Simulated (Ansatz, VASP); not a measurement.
# Y3SbC (Y3SbC antiperovskite): VASP beside Ansatz

One calculation is typed for both programs; each brings its own data sets. How far apart do they land? The cell is generated by rule, not measured, and may not be a known phase. The cell is taken from a series of runs on this material, whose earlier steps may have relaxed, scaled, displaced or heated it; both programs get it as it stands.

Program: Ansatz 0.2.0. Level of theory: plane waves, with VASP 6.6.1 beside it; zone-centre phonons at PBE. Results are calculated unless marked as measured.

The structure was built from a prototype and need not be the compound's stable phase.

## (1) The structure

It takes space group Pm-3m (No. 221, cubic). Conventional cell: a = 4.873 Å, b = 4.873 Å, c = 4.873 Å, α = 90.00°, β = 90.00°, γ = 90.00°. Nearest to Sb lie 12 Y at 3.45 Å. Nearest to Y lie 2 C at 2.44 Å and 8 Y at 3.45 Å and 4 Sb at 3.45 Å. Nearest to C lie 6 Y at 2.44 Å. Farther neighbours are not listed.

As a file:

```xyz
5
Lattice="4.8728 0.0000 0.0000 0.0000 4.8728 0.0000 0.0000 0.0000 4.8728" Properties=species:S:1:pos:R:3 pbc="T T T"
Sb    0.0000    0.0000    0.0000
Y     2.4364    2.4364    0.0000
Y     2.4364    0.0000    2.4364
Y     0.0000    2.4364    2.4364
C     2.4364    2.4364    2.4364
```

## (2) VASP: zone-centre phonons, PBE

Second derivatives magnify differences that forces hide, and they need a tight electronic threshold.

Lines of VASP's logs that name or quote its potential files are left out, and so is its time.

The input, INCAR:

```
SYSTEM = Y3SbC
PREC = Accurate
ENCUT = 600
EDIFF = 1E-08
NELM = 120
ISMEAR = 1
SIGMA = 0.2
LREAL = .FALSE.
ALGO = Normal
GGA = PE
NBANDS = 27
LASPH = .TRUE.
LORBIT = 11
LWAVE = .FALSE.
LCHARG = .FALSE.
ISIF = 2
IBRION = 8
GGA_COMPAT = .FALSE.
KPAR = 2
```

The input, POSCAR:

```
Y3SbC
1.0
    4.8727765064      0.0000000000      0.0000000000
    0.0000000000      4.8727765064      0.0000000000
    0.0000000000      0.0000000000      4.8727765064
Sb Y C
1 3 1
Direct
    0.0000000000      0.0000000000      0.0000000000
    0.5000000000      0.5000000000      0.0000000000
    0.5000000000      0.0000000000      0.5000000000
    0.0000000000      0.5000000000      0.5000000000
    0.5000000000      0.5000000000      0.5000000000
```

The input, KPOINTS:

```
Automatic mesh
0
Gamma
4 4 4
0 0 0
```

The projector-augmented-wave data sets are Sb, Y_sv and C (PBE family, release 64).

Command:

```sh
> mpirun -np 2 vasp_std
```

Numbers of over 12 decimals in the logs are rounded to 6 here.

Output:

```text
[banner, memory and clock lines left out]
running    2 mpi-ranks, on    1 nodes
 distrk:  each k-point on    1 cores,    2 groups
 distr:  one band on    1 cores,    1 groups

 POSCAR found type information on POSCAR SbY C
 POSCAR found :  3 types and       5 ions
 LDA part: xc-table for (Slater+PW92), standard interpolation
 POSCAR, INCAR and KPOINTS ok, starting setup
 FFT: planning ... GRIDC
 FFT: planning ... GRID_SOFT
 FFT: planning ... GRID
 WAVECAR not read
 entering main loop
       N       E                     dE             d eps       ncg     rms          rms(c)
DAV:   1     0.255117995614E+03    0.25512E+03   -0.21641E+04   540   0.161E+03
DAV:   2    -0.169223941741E+02   -0.27204E+03   -0.26750E+03   626   0.371E+02
DAV:   3    -0.412617152230E+02   -0.24339E+02   -0.23910E+02   893   0.735E+01
DAV:   4    -0.428786732335E+02   -0.16170E+01   -0.15909E+01   776   0.188E+01
DAV:   5    -0.429588183500E+02   -0.80145E-01   -0.80060E-01   783   0.371E+00    0.475E+01
DAV:   6    -0.360190776988E+02    0.69397E+01   -0.45279E+01   602   0.202E+01    0.405E+01
DAV:   7    -0.360877451926E+02   -0.68667E-01   -0.49982E+00   666   0.709E+00    0.260E+01
DAV:   8    -0.360669779680E+02    0.20767E-01   -0.55417E-01   634   0.380E+00    0.463E+00
DAV:   9    -0.360557918733E+02    0.11186E-01   -0.12439E-01   662   0.126E+00    0.122E+00
DAV:  10    -0.360549923611E+02    0.79951E-03   -0.95949E-03   709   0.503E-01    0.413E-01
DAV:  11    -0.360550059234E+02   -0.13562E-04   -0.67884E-04   735   0.150E-01    0.151E-01
DAV:  12    -0.360549623716E+02    0.43552E-04   -0.30780E-04   756   0.874E-02    0.214E-02
DAV:  13    -0.360549658823E+02   -0.35107E-05   -0.31352E-05   794   0.229E-02    0.367E-02
DAV:  14    -0.360549639129E+02    0.19694E-05   -0.61151E-06   606   0.965E-03    0.862E-03
DAV:  15    -0.360549632213E+02    0.69158E-06   -0.50588E-07   722   0.477E-03    0.188E-03
DAV:  16    -0.360549631840E+02    0.37305E-07   -0.64630E-08   723   0.941E-04    0.479E-04
DAV:  17    -0.360549631755E+02    0.84924E-08   -0.50519E-09   357   0.384E-04
   1 F= -.36054963E+02 E0= -.36056054E+02  d E =0.327282E-02
 Linear response reoptimize wavefunctions to high precision
DAV:   1    -0.360549631333E+02    0.42259E-07   -0.28585E-09   390   0.340E-04
DAV:   2    -0.360549631334E+02   -0.75488E-10   -0.90228E-10   324   0.159E-04
 Linear response DOF=           4
 Linear response progress:
  Degree of freedom:   1/  4
       N       E                     dE             d eps       ncg     rms          rms(c)
RMM:   1    -0.299694428212E-01   -0.29969E-01    0.82310E-03  1715   0.715E-01
RMM:   2    -0.289009992358E-01    0.10684E-02   -0.50160E-03  1846   0.159E-01    0.149E-01
RMM:   3    -0.290081463587E-01   -0.10715E-03   -0.66307E-04  1775   0.651E-02    0.780E-02
RMM:   4    -0.291658360461E-01   -0.15769E-03   -0.16023E-04  1826   0.379E-02    0.946E-03
RMM:   5    -0.291750661045E-01   -0.92301E-05   -0.26688E-05  1908   0.147E-02    0.505E-03
RMM:   6    -0.291934270731E-01   -0.18361E-04   -0.49590E-06  2009   0.602E-03    0.219E-03
RMM:   7    -0.291910333444E-01    0.23937E-05   -0.12721E-06  1996   0.298E-03    0.101E-03
RMM:   8    -0.291930306805E-01   -0.19973E-05    0.12291E-07  1945   0.163E-03    0.252E-04
RMM:   9    -0.291935082016E-01   -0.47752E-06    0.20244E-06  2143   0.798E-04    0.128E-04
RMM:  10    -0.291939703020E-01   -0.46210E-06   -0.28835E-07  2139   0.409E-04    0.107E-04
RMM:  11    -0.291937945451E-01    0.17576E-06    0.71987E-08  2007   0.237E-04    0.400E-05
RMM:  12    -0.291938087478E-01   -0.14203E-07   -0.36945E-07  2220   0.128E-04    0.326E-05
RMM:  13    -0.291937594806E-01    0.49267E-07   -0.19048E-09  2138   0.698E-05    0.228E-06
RMM:  14    -0.291937620951E-01   -0.26144E-08   -0.97808E-08  2168   0.380E-05    0.903E-06
 first order change of Fermi-energy  -0.12965E-03
 force on displaced ion       1 direction 1 :  -3.272   0.000  -0.000
 Linear response progress:
  Degree of freedom:   2/  4
       N       E                     dE             d eps       ncg     rms          rms(c)
RMM:   1    -0.303485081863E+00   -0.30349E+00    0.35493E+00  1833   0.830E+00
RMM:   2    -0.298809847191E+00    0.46752E-02   -0.11748E-01  2483   0.130E+00    0.109E-01
RMM:   3    -0.301137301980E+00   -0.23275E-02   -0.14028E-02  2726   0.391E-01    0.754E-02
RMM:   4    -0.301700836300E+00   -0.56353E-03   -0.21522E-03  3109   0.148E-01    0.522E-02
RMM:   5    -0.301785867477E+00   -0.85031E-04   -0.48269E-04  3105   0.725E-02    0.107E-02
RMM:   6    -0.301744714062E+00    0.41153E-04   -0.94324E-05  3257   0.319E-02    0.782E-03
RMM:   7    -0.301685804136E+00    0.58910E-04   -0.44901E-05  3256   0.170E-02    0.227E-03
RMM:   8    -0.301657113356E+00    0.28691E-04   -0.15590E-06  3283   0.961E-03    0.652E-04
RMM:   9    -0.301656353550E+00    0.75981E-06   -0.45130E-06  3409   0.610E-03    0.416E-04
RMM:  10    -0.301653094151E+00    0.32594E-05   -0.94158E-06  3274   0.431E-03    0.502E-04
RMM:  11    -0.301657497334E+00   -0.44032E-05   -0.81134E-06  3252   0.332E-03    0.314E-04
RMM:  12    -0.301657886097E+00   -0.38876E-06   -0.83005E-06  3474   0.260E-03    0.623E-04
RMM:  13    -0.301657322461E+00    0.56364E-06   -0.57953E-06  3347   0.217E-03    0.616E-04
RMM:  14    -0.301658209545E+00   -0.88708E-06   -0.64816E-06  3424   0.185E-03    0.780E-04
RMM:  15    -0.301658501849E+00   -0.29230E-06   -0.48995E-06  3348   0.163E-03    0.816E-04
RMM:  16    -0.301658300595E+00    0.20125E-06   -0.42993E-06  3314   0.146E-03    0.950E-04
RMM:  17    -0.301659159681E+00   -0.85909E-06   -0.40230E-06  2996   0.136E-03    0.754E-04
RMM:  18    -0.301659336327E+00   -0.17665E-06   -0.29620E-06  3313   0.122E-03    0.844E-04
 first order change of Fermi-energy   0.82982E-04
 force on displaced ion       2 direction 1 :  -5.236   0.000   0.000
 Linear response progress:
  Degree of freedom:   3/  4
       N       E                     dE             d eps       ncg     rms          rms(c)
RMM:   1    -0.288591558238E+00   -0.28859E+00    0.55006E+00  1300   0.936E+00
RMM:   2    -0.269497691224E+00    0.19094E-01   -0.15282E-01  1635   0.145E+00    0.518E-01
RMM:   3    -0.270464310534E+00   -0.96662E-03   -0.13730E-02  1722   0.429E-01    0.379E-01
RMM:   4    -0.270793889142E+00   -0.32958E-03   -0.22720E-03  1821   0.191E-01    0.380E-02
RMM:   5    -0.270841600851E+00   -0.47712E-04   -0.46384E-04  1967   0.647E-02    0.243E-02
RMM:   6    -0.270803428915E+00    0.38172E-04   -0.11636E-04  2103   0.297E-02    0.702E-03
RMM:   7    -0.270757997909E+00    0.45431E-04   -0.25314E-05  2152   0.125E-02    0.440E-03
RMM:   8    -0.270709877057E+00    0.48121E-04   -0.67560E-06  2140   0.679E-03    0.960E-04
RMM:   9    -0.270716373823E+00   -0.64968E-05   -0.20536E-06  2147   0.342E-03    0.571E-04
RMM:  10    -0.270713328618E+00    0.30452E-05   -0.85461E-07  2207   0.190E-03    0.203E-04
RMM:  11    -0.270709836429E+00    0.34922E-05   -0.45342E-07  2197   0.119E-03    0.193E-04
RMM:  12    -0.270712401944E+00   -0.25655E-05    0.60614E-07  2170   0.761E-04    0.140E-04
RMM:  13    -0.270712327285E+00    0.74658E-07    0.13124E-06  2283   0.487E-04    0.105E-04
RMM:  14    -0.270711914390E+00    0.41290E-06    0.96764E-07  2217   0.339E-04    0.428E-05
RMM:  15    -0.270711807697E+00    0.10669E-06    0.73552E-07  2179   0.248E-04    0.387E-05
RMM:  16    -0.270711818915E+00   -0.11219E-07    0.61373E-07  2265   0.180E-04    0.411E-05
RMM:  17    -0.270711794849E+00    0.24066E-07    0.43226E-07  2200   0.142E-04    0.519E-05
RMM:  18    -0.270711617558E+00    0.17729E-06    0.36596E-07  2099   0.122E-04    0.269E-05
RMM:  19    -0.270711567627E+00    0.49931E-07    0.32814E-07  2228   0.928E-05    0.275E-05
RMM:  20    -0.270711566098E+00    0.15298E-08    0.26139E-07  2152   0.774E-05    0.240E-05
RMM:  21    -0.270711567444E+00   -0.13466E-08    0.21950E-07  2037   0.642E-05    0.263E-05
 first order change of Fermi-energy   0.92786E-04
 force on displaced ion       2 direction 3 :  -0.000   0.000 -11.876
 Linear response progress:
  Degree of freedom:   4/  4
       N       E                     dE             d eps       ncg     rms          rms(c)
RMM:   1    -0.128115316022E+00   -0.12812E+00    0.13525E-03  1891   0.124E+00
RMM:   2    -0.121406265872E+00    0.67091E-02   -0.14662E-02  1790   0.293E-01    0.612E-01
RMM:   3    -0.121839023068E+00   -0.43276E-03   -0.23800E-03  1639   0.163E-01    0.288E-01
RMM:   4    -0.122614073183E+00   -0.77505E-03   -0.95325E-04  1748   0.978E-02    0.432E-02
RMM:   5    -0.122676048811E+00   -0.61976E-04   -0.16551E-04  1832   0.370E-02    0.126E-02
RMM:   6    -0.122666137130E+00    0.99117E-05   -0.28898E-05  1923   0.126E-02    0.668E-03
RMM:   7    -0.122647823975E+00    0.18313E-04   -0.33115E-06  1952   0.622E-03    0.174E-03
RMM:   8    -0.122660734123E+00   -0.12910E-04   -0.12210E-05  1983   0.319E-03    0.107E-03
RMM:   9    -0.122663650954E+00   -0.29168E-05    0.17417E-06  2130   0.143E-03    0.993E-05
RMM:  10    -0.122663661315E+00   -0.10361E-07    0.16362E-06  2136   0.634E-04    0.144E-04
RMM:  11    -0.122663523013E+00    0.13830E-06    0.12850E-06  2206   0.303E-04    0.982E-05
RMM:  12    -0.122663576361E+00   -0.53348E-07    0.17174E-07  2165   0.169E-04    0.597E-05
RMM:  13    -0.122663465970E+00    0.11039E-06    0.27595E-07  2049   0.951E-05    0.556E-05
RMM:  14    -0.122663509800E+00   -0.43831E-07    0.10498E-08  2183   0.541E-05    0.277E-05
RMM:  15    -0.122663559872E+00   -0.50072E-07    0.81676E-08  2131   0.328E-05    0.129E-05
RMM:  16    -0.122663536383E+00    0.23489E-07    0.24736E-08  2080   0.206E-05    0.692E-06
RMM:  17    -0.122663538319E+00   -0.19357E-08    0.20032E-08  1879   0.136E-05    0.640E-06
 first order change of Fermi-energy  -0.15481E-03
 force on displaced ion       5 direction 1 :  -7.573  -0.000   0.000
 Linear response finished
```

(Part 1 of 3 ends here.)

[Lines on the potential files, build, host, timing and source positions are cut from VASP's logs without a mark.]

[Logs are printed without paths, hosts, clocks, repeated set-up lines and the standing remarks that a program may print on its own settings, such as how far it seeks lower states.]

[Hosts, paths, dates, database ids (printed as entryN), source tags and the programs' standing remarks are cut or masked in the printed files.]
